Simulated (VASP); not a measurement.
# LiBiS3: relaxation of cell and atoms with LDA

The system is LiBiS3.

```
CELL_PARAMETERS angstrom
4.56144 0.00000 0.00000
0.00000 4.56144 0.00000
0.00000 0.00000 4.56144
ATOMIC_POSITIONS crystal
Li 0.50000 0.50000 0.50000
Bi 0.00000 0.00000 0.00000
S 0.50000 0.50000 0.00000
S 0.00000 0.50000 0.50000
S 0.50000 0.00000 0.50000
```

The cell was built by a generator and needn't be a form met in nature.

- Program: VASP 6.6.1
- Task: relaxation of cell and atoms
- Functional: LDA
- Potentials or basis: VASP PAW LDA potentials, release 64 (Li_sv, Bi_d, S)
- Cutoff: 600 eV
- k mesh: 5 × 5 × 5
- Occupations: fermi-dirac, width 0.05 eV
- Spin: no spin polarisation
- Target pressure: 2 GPa
- Further INCAR settings: ALGO = Normal; EDIFF = 1e-07; IBRION = 2; EDIFFG = -0.01; NSW = 60; ISIF = 3
- Target pressure: 2 GPa

```
Relaxed volume                                         : 17.02 Å³/atom
Relaxed cell                                           : a = 4.399 Å, b = 4.399 Å, c = 4.399 Å, α = 90.00°, β = 90.00°, γ = 90.00°
Space group after relaxing (to 0.05 Å)                 : Pm-3m (No. 221)
Energy change on relaxing (the enthalpy is what falls) : -23.8 meV/atom
Ionic steps                                            : 3
Pressure after relaxing                                : 2.0 GPa
Band gap on the k mesh                                 : none (metal or under the smearing width)
```

The path:
| step | energy change (eV) | largest force (eV/Å) | pressure (GPa) | volume (Å³) |
| --- | --- | --- | --- | --- |
| 1 | 0.0000 | 0.0000 | -5.18 | 94.91 |
| 2 | -0.0949 | 0.0000 | 3.47 | 83.69 |
| 3 | -0.1189 | 0.0000 | 2.01 | 85.10 |

Final structure:
```yaml
crystal:
  lattice:
    - [4.39860, 0.00000, 0.00000]
    - [0.00000, 4.39860, 0.00000]
    - [0.00000, 0.00000, 4.39860]
  atoms:
    - { symbol: Li, position: [0.50000, 0.50000, 0.50000] }
    - { symbol: Bi, position: [0.00000, 0.00000, 0.00000] }
    - { symbol: S, position: [0.50000, 0.50000, 0.00000] }
    - { symbol: S, position: [0.00000, 0.50000, 0.50000] }
    - { symbol: S, position: [0.50000, 0.00000, 0.50000] }
```

Levels at points of the mesh, in eV from the Fermi level:
```csv
k point,band 17,band 18,band 19,band 20,band 21,band 22
"(0.00, 0.00, 0.00)",-0.52,-0.52,-0.52,4.23,4.23,4.23
```

Run time: 22 s on 1 thread of Intel(R) Xeon(R) 6975P-C (Granite Rapids), with other jobs on the host, peak memory 0.19 GiB.

Caveat: the cutoff is under 1.25 times the usual one of these potentials, so pressure, stress and relaxed cells hold a basis-set (Pulay) error; the cell is relaxed towards a set pressure, so the enthalpy falls and the energy may rise; spin-orbit coupling is left out, which moves the levels of the heavy elements.
